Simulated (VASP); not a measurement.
A run of VASP 6.6.1:

INCAR

```
SYSTEM = HoO
ALGO     = Normal         ! electronic algorithm
EDIFF    = 1E-6           ! SCF threshold, eV
ENCUT    = 520            ! plane-wave cutoff, eV
ISIF     = 2              ! what is computed and relaxed
ISMEAR   = 0              ! smearing method
LASPH    = .True.         ! aspherical terms in the spheres
LCHARG   = .False.        ! write CHGCAR
LDAU     = .True.         ! DFT+U
LDAUJ    = 0 0          
LDAUL    = 3 -1           ! shell
LDAUPRINT= 1            
LDAUTYPE = 2            
LDAUU    = 2 0            ! U, eV
LMAXMIX  = 6              ! l up to which the mixer works
LMIXTAU  = .True.       
LREAL    = .False.        ! projectors in reciprocal space
LWAVE    = .False.        ! write WAVECAR
METAGGA  = R2SCAN         ! meta-GGA
NBANDS   = 20             ! bands
NELM     = 150            ! most SCF steps
PREC     = Accurate       ! precision mode
SIGMA    = 0.05           ! smearing width, eV
```

File KPOINTS:

```
k-points
0
Gamma
  7 7 6
  0 0 0
```

POSCAR

```
HoO
1.0
    3.0640300800      0.0000000000      0.0000000000
   -1.5320150400      2.6535278900      0.0000000000
    0.0000000000      0.0000000000      2.9903415500
Ho O
1 1
Direct
    0.0000000000      0.0000000000      0.0000000000
    0.6666666667      0.3333333333      0.5000000000
```

Potentials or basis: VASP PAW PBE potentials, release 64 (Ho, O).

The run is started by

```bash
$ cat potpaw_PBE.64/Ho/POTCAR potpaw_PBE.64/O/POTCAR > POTCAR
$ mpirun -np 1 vasp_std > vasp.out
```

Hardware: 1 thread of Intel(R) Xeon(R) 6975P-C (Granite Rapids) (shared host).

Task: How long does it take, and how much memory?

Result: Wall time 65 s on 1 thread of Intel(R) Xeon(R) 6975P-C (Granite Rapids) (shared host), peak memory 0.16 GiB. Counts: scf iterations 39, k points 32.
